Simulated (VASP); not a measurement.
Consider the following.

```xyz
2
Lattice="3.8046 -1.9474 -0.0024 3.8046 1.9474 -0.0024 2.8099 0.0000 3.2206" Properties=species:S:1:pos:R:3 pbc="T T T"
As     2.3658     0.0000     0.7302
As     8.0533     0.0000     2.4857
```

These are PBE GGA, VASP's PBE PAW potentials (set 64) (plane waves; VASP) values and carry that method's errors. Settings: 520 eV cut-off, 12×12×12 Γ-centred mesh, first-order Methfessel-Paxton smearing of 0.10 eV, potentials As.

### Question
The ions and cell shape at fixed volume are relaxed. Which structure does the run end with?

### Answer

```xyz
2
Lattice="3.9803 -1.8978 0.0818 3.9803 1.8978 0.0818 3.0108 0.0000 3.2226" Properties=species:S:1:pos:R:3 pbc="T T T"
As     2.4531     0.0000     0.7571
As     8.5183     0.0000     2.6292
```
Space group R-3m (166), at a tolerance of 0.03 Å.

### Question
How much energy does the relaxation gain?

### Answer
The energy (σ→0) changes by -11.7 meV/atom, in 8 ionic steps.

```
step  E(σ→0) (eV)  max force (eV/Å)  pressure (GPa)  volume (Å³)
----  -----------  ----------------  --------------  -----------
1         -9.3124             0.349           -3.52        47.75
2         -9.3234             0.130           -2.73        47.75
3         -9.3269             0.082           -1.97        47.75
4         -9.3317             0.049           -1.64        47.75
5         -9.3354             0.053           -0.66        47.75
6         -9.3358             0.020           -0.92        47.75
7         -9.3358             0.022           -0.90        47.75
8         -9.3358             0.009           -0.78        47.75
```

The compound is As in the a7 structure. This cell is one point of a volume scan, at 1.06 of the reference volume. Symmetry was kept, so distortions that lower it aren't found.
